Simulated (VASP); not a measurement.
## TiC (Fm-3m) under biaxial strain in the (111) plane

How do stress and energy of TiC follow biaxial strain in the (111) plane?

Calculated with VASP 6.6.1; PBEsol; plane waves and PAW (Ti_sv, C), in the first sound run; inputs show where later runs differ.

## (1) Set-up

It takes space group Fm-3m (No. 225, cubic). Conventional cell: a = 4.330 Å, b = 4.330 Å, c = 4.330 Å, α = 90.00°, β = 90.00°, γ = 90.00°. Ti has 6 C at 2.17 Å nearest. Nearest to C lie 6 Ti at 2.17 Å. Farther neighbours are not listed.

Coordinates:

```
Ti C
1.0
     0.00000    2.16500    2.16500
     2.16500    0.00000    2.16500
     2.16500    2.16500    0.00000
Ti C
1 1
Direct
  0.00000 0.00000 0.00000
  0.50000 0.50000 0.50000
```

## (2) Relax the crystal, PBEsol

The series starts from the cell that this level prefers, so that zero strain is near zero stress.

This step took 2 runs in a row; the last is shown.

Level: PBEsol; plane waves and PAW (Ti_sv, C).

INCAR

```
SYSTEM = TiC
PREC = Accurate
ENCUT = 600
EDIFF = 1E-07
NELM = 120
ISMEAR = 1
SIGMA = 0.15
LREAL = .FALSE.
ALGO = Normal
GGA = PS
NBANDS = 14
LASPH = .TRUE.
LORBIT = 11
LWAVE = .FALSE.
LCHARG = .FALSE.
KPAR = 8
IBRION = 2
NSW = 40
ISIF = 3
EDIFFG = -0.005
POTIM = 0.4
```

POSCAR

```
TiC
1.0
    0.0000000000      2.1470886977      2.1470886977
    2.1470886977      0.0000000000      2.1470886977
    2.1470886977      2.1470886977      0.0000000000
Ti C
1 1
Direct
    0.0000000000      0.0000000000      0.0000000000
    0.5000000000      0.5000000000      0.5000000000
```

KPOINTS

```
Automatic mesh
0
Gamma
20 20 20
0 0 0
```

The projector-augmented-wave data sets are Ti_sv and C (PBE family, release 64).

On the command line:

```bash
$ mpirun -np 8 vasp_std
```

Output:

```text
[banner, memory and clock lines left out]
running    8 mpi-ranks, on    1 nodes
[...]
|                                                                             |
|           W    W    AA    RRRRR   N    N  II  N    N   GGGG   !!!           |
|           W    W   A  A   R    R  NN   N  II  NN   N  G    G  !!!           |
|           W    W  A    A  R    R  N N  N  II  N N  N  G       !!!           |
|           W WW W  AAAAAA  RRRRR   N  N N  II  N  N N  G  GGG   !            |
|           WW  WW  A    A  R   R   N   NN  II  N   NN  G    G                |
|           W    W  A    A  R    R  N    N  II  N    N   GGGG   !!!           |
|                                                                             |
|     For optimal performance we recommend to set                             |
|       NCORE = 2 up to number-of-cores-per-socket                            |
|     NCORE specifies how many cores store one orbital (NPAR=cpu/NCORE).      |
|     This setting can greatly improve the performance of VASP for DFT.       |
[...]
|     You enforced a specific xc type in the INCAR file but a different       |
|     [... a line on the potential file left out ...]
|     I HOPE YOU KNOW WHAT YOU ARE DOING!                                     |
|                                                                             |

 LDA part: xc-table for (Slater+PW92), standard interpolation
 POSCAR, INCAR and KPOINTS ok, starting setup
[...]
entering main loop
       N       E                     dE             d eps       ncg     rms          rms(c)
DAV:   1     0.128758397856E+03    0.12876E+03   -0.89206E+03  7168   0.152E+03
DAV:   2    -0.161525327652E+02   -0.14491E+03   -0.13664E+03  7618   0.373E+02
DAV:   3    -0.247793462358E+02   -0.86268E+01   -0.83980E+01  9460   0.877E+01
DAV:   4    -0.251529872345E+02   -0.37364E+00   -0.37326E+00  8992   0.165E+01
[...]
DAV:  14    -0.198028185803E+02    0.54550E-06   -0.46293E-07  8934   0.840E-03    0.229E-03
DAV:  15    -0.198028184677E+02    0.11256E-06   -0.81612E-08  6444   0.475E-03    0.114E-03
DAV:  16    -0.198028184564E+02    0.11355E-07   -0.65489E-08  4194   0.303E-03
   1 F= -.19802818E+02 E0= -.19802883E+02  d E =-.198028E+02
[...]
reached required accuracy - stopping structural energy minimisation
```

Run time: 10 s. Hardware: 8 MPI ranks of Intel Xeon Platinum 8488C (Sapphire Rapids), shared host; peak memory 1.7 GiB.

The logs omit lines about the potential files and the build; timing stands in the text.

Parts of OUTCAR (step 2):

```text
  Total       -0.0007929     -0.0007929     -0.0007929     -0.0000000     -0.0000000     -0.0000000
  in kB       -0.0641755     -0.0641755     -0.0641755     -0.0000000     -0.0000000     -0.0000000
  external PRESSURE =      -0.0641755 kB  Pullay stress =       0.0000000 kB

 POSITION                                       TOTAL-FORCE (eV/Angst)
 -----------------------------------------------------------------------------------
      0.00000      0.00000      0.00000         0.000000      0.000000     -0.000000
      2.14709      2.14709      2.14709        -0.000000     -0.000000      0.000000
 -----------------------------------------------------------------------------------
    total drift:                                0.000000     -0.000000     -0.000000

  FREE ENERGIE OF THE ION-ELECTRON SYSTEM (eV)
  ---------------------------------------------------
  free  energy   TOTEN  =       -19.8028184564 eV

  energy  without entropy=      -19.8030115352  energy(sigma->0) =      -19.80288282

 reached required accuracy - stopping structural energy minimisation

[... 3 further parts left out ...]
[key lines of the parts left out:]
E-fermi :   9.6147
```

This run gave:

- energy(sigma→0) of the program: -19.8029 eV
- stress, compression positive: -0.01 along [111], -0.01 across it (mean), GPa
- volume: 19.796 Å³
- ionic steps: 1

## (3) Strain along the normal, PBEsol

One member in full: the plane is strained by 1.5 %, and the strain along the normal is moved by secant steps until the normal stress is under 0.012 GPa or five steps are spent; the atoms relax at each step.

This step took 2 runs, each at a new trial strain with the atoms of the one before; the last is shown.

Level: PBEsol; plane waves and PAW (Ti_sv, C); cell typed or built by script.

Edit INCAR of step 2 so:

```diff
@@ -15,7 +15,7 @@
 LCHARG = .FALSE.
-KPAR = 8
-IBRION = 2
-NSW = 40
-ISIF = 3
-EDIFFG = -0.005
-POTIM = 0.4
+KPAR = 2
+IBRION = 1
+NSW = 25
+ISIF = 2
+EDIFFG = -0.004
+POTIM = 0.3
```

POSCAR

```
TiC
1.0
   -0.0344749890      2.1448200390      2.1448200390
    2.1448200390     -0.0344749890      2.1448200390
    2.1448200390      2.1448200390     -0.0344749890
Ti C
1 1
Direct
    0.0000000000      0.0000000000      0.0000000000
    0.5000000000      0.5000000000      0.5000000000
```

KPOINTS is that of step 2.

On the command line:

```bash
$ mpirun -np 2 vasp_std
```

Output:

```text
[banner, memory and clock lines left out]
running    2 mpi-ranks, on    1 nodes
[...]
[... a notice as in an earlier step ...]

 LDA part: xc-table for (Slater+PW92), standard interpolation
 POSCAR, INCAR and KPOINTS ok, starting setup
[...]
entering main loop
       N       E                     dE             d eps       ncg     rms          rms(c)
DAV:   1     0.127141697236E+03    0.12714E+03   -0.89269E+03 21894   0.152E+03
DAV:   2    -0.162554139537E+02   -0.14340E+03   -0.13487E+03 23164   0.371E+02
DAV:   3    -0.248408081384E+02   -0.85854E+01   -0.83595E+01 29406   0.872E+01
DAV:   4    -0.251922054035E+02   -0.35140E+00   -0.35107E+00 26980   0.160E+01
[...]
DAV:  14    -0.197883100241E+02    0.98822E-06   -0.18786E-06 27174   0.210E-02    0.339E-03
DAV:  15    -0.197883098707E+02    0.15334E-06   -0.28193E-07 25456   0.844E-03    0.180E-03
DAV:  16    -0.197883098270E+02    0.43726E-07   -0.79905E-08 13070   0.291E-03
   1 F= -.19788310E+02 E0= -.19788364E+02  d E =-.197883E+02
 BRION: g(F)=  0.569E-59 g(S)=  0.000E+00
 reached required accuracy - stopping structural energy minimisation
```

The job ended after 62 s (2 MPI ranks; peak memory 0.74 GiB; 2 min of CPU time).

Parts of OUTCAR (step 3):

```text
  Total       -0.6668217     -0.6668217     -0.6668217      0.3334932      0.3334932      0.3334932
  in kB      -52.8654388    -52.8654388    -52.8654388     26.4392485     26.4392485     26.4392485
  external PRESSURE =     -52.8654388 kB  Pullay stress =       0.0000000 kB

 POSITION                                       TOTAL-FORCE (eV/Angst)
 -----------------------------------------------------------------------------------
      0.00000      0.00000      0.00000         0.000000      0.000000     -0.000000
      2.12758      2.12758      2.12758         0.000000     -0.000000      0.000000
 -----------------------------------------------------------------------------------
    total drift:                                0.000000     -0.000000     -0.000000

  FREE ENERGIE OF THE ION-ELECTRON SYSTEM (eV)
  ---------------------------------------------------
  free  energy   TOTEN  =       -19.7883098270 eV

  energy  without entropy=      -19.7884719011  energy(sigma->0) =      -19.78836385

[... 1 part as in an earlier step ...]

[... 3 further parts left out ...]
[key lines of the parts left out:]
E-fermi :   9.3739
```

This run gave:

```
energy(sigma→0) of the program : -19.7884 eV
stress, compression positive   : 0.00 along [111], -7.93 across it (mean), GPa
ionic steps                    : 1
```

## (4) The whole series

The other members went through these steps as far as the tables show, with the same cutoff and, step by step, the same mesh; 17 runs are not shown. The session took 0.65 core hours (wall time by ranks) on a shared machine.

```tsv
in-plane strain (%)	strain along the normal (%)	in-plane stress, tension positive (GPa)	energy above the unstrained row, extrapolated to no smearing (meV/atom)
-2.000	1.219	-11.936	14.673
-1.500	0.914	-8.784	8.231
-1.000	0.607	-5.753	3.676
-0.500	0.300	-2.831	0.957
0	0.000	0.006	0.000
0.500	-0.303	?	?
1.000	-0.605	5.385	3.197
1.500	-0.908	7.930	7.259
2.000	-1.214	10.374	12.886
```

## (5) Stress from the known rows

A least-squares parabola through the 8 rows shown, with e the strain in %: stress = − 0.1971 e² + 5.575 e + 0.01071 (GPa), r.m.s. residual 0.0065 GPa.

For the withheld row, e = 0.5, the fit gives 2.749 GPa.

## (6) Prediction against calculation

The calculation gives 2.741 GPa, so the prediction is 0.008 GPa too high, within twice the residual of the fit.

Slopes at zero strain, from cubics through all rows: strain ratio -0.605, stress over strain 557 GPa.

## (7) Results

```json
{
  "error of the predicted stress": "0.008 GPa",
  "ratio of normal to in-plane strain": "-0.605",
  "biaxial modulus": "557 GPa"
}
```

**Reading.** As a check, the curvature of the energy gives 556 GPa for the same modulus (energy per volume = M × strain²), 0 % from the slope of the stress. The energy also has a linear term worth 0.14 GPa that the stress column lacks, a mark of the finite basis or of the smearing. These are static values: temperature and zero-point motion are left out. In a metal the slopes also depend on mesh and smearing, which were held through the series.

[Lines on the potential files, build, host, timing and source positions are cut from VASP's logs without a mark.]

[Logs are printed without paths, hosts, clocks, repeated set-up lines and the standing remarks that a program may print on its own settings, such as how far it seeks lower states.]

[Hosts, paths, dates, database ids (printed as entryN), source tags and the programs' standing remarks are cut or masked in the printed files.]

[In band tables of VASP the shares of atoms and orbitals are scaled to a sum of 1 inside the atoms' spheres.]
